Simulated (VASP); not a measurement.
**Tc (relaxed from the fcc structure, space group Fm-3m): computed properties**

Method: PBEsol GGA, VASP's PBE PAW potentials (set 64) (plane waves; VASP 6.6.1).

```yaml
space_group: Fm-3m (225)
cell: a = b = c = 3.8244 Å, α = β = γ = 90.00°
volume_per_atom: 13.98 Å³/atom
band gap (over mesh and band path): none (metal, semimetal or under 0.01 eV)
density: 11.63 g/cm³
```

```cif
data_Tc4
_chemical_formula_sum 'Tc4'
_space_group_name_H-M_alt 'Fm-3m'
_space_group_IT_number 225
_space_group_name_Hall '-F 4 2 3'
_cell_length_a 3.82437
_cell_length_b 3.82437
_cell_length_c 3.82437
_cell_angle_alpha 90.000
_cell_angle_beta 90.000
_cell_angle_gamma 90.000
loop_
_atom_site_label
_atom_site_type_symbol
_atom_site_symmetry_multiplicity
_atom_site_Wyckoff_symbol
_atom_site_fract_x
_atom_site_fract_y
_atom_site_fract_z
_atom_site_occupancy
Tc1 Tc 4 a 0.00000 0.00000 0.00000 1
```
(The calculation used a cell of 1 atom; values per cell refer to that cell.)

The structure was generated: Tc was put into the fcc type (Fm-3m), which need not be its known phase. It was relaxed first. Symmetry was kept, so distortions that lower it aren't found.
